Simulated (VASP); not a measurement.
OSZICAR of a VASP run on Be (hcp):

**OSZICAR**
```
       N       E                     dE             d eps       ncg     rms          rms(c)
DAV:   1    -0.375992045455E+01   -0.37599E+01   -0.15752E+03  1464   0.445E+02
DAV:   2    -0.755762263184E+01   -0.37977E+01   -0.36900E+01  2316   0.527E+01
DAV:   3    -0.757802079961E+01   -0.20398E-01   -0.20392E-01  1830   0.374E+00
DAV:   4    -0.757803560084E+01   -0.14801E-04   -0.14801E-04  2148   0.109E-01
DAV:   5    -0.757803560454E+01   -0.36959E-08   -0.43891E-08  1836   0.103E-03    0.119E+00
DAV:   6    -0.753512226649E+01    0.42913E-01   -0.54850E-03  1662   0.106E+00    0.727E-01
DAV:   7    -0.751756899462E+01    0.17553E-01   -0.62003E-03  1638   0.111E+00    0.262E-02
DAV:   8    -0.751754931158E+01    0.19683E-04   -0.12860E-05  2076   0.420E-02    0.885E-03
DAV:   9    -0.751754869345E+01    0.61813E-06   -0.25073E-06  1776   0.198E-02
   1 F= -.75175487E+01 E0= -.75174499E+01  d E =-.296529E-03
```

Question: Which electronic solver shows in the log?

Answer: It is blocked Davidson (ALGO = Normal, or the opening steps of other solvers). The INCAR had ALGO = Normal.

Question: Can the final energy be trusted as converged?

Answer: Self-consistency was reached. It stopped with EDIFF = 1E-6, NELM = 100 (PBE GGA, plane waves, VASP's PBE PAW potentials (set 64)).

The compound is Be in the hcp structure. The cell was not relaxed at this level.
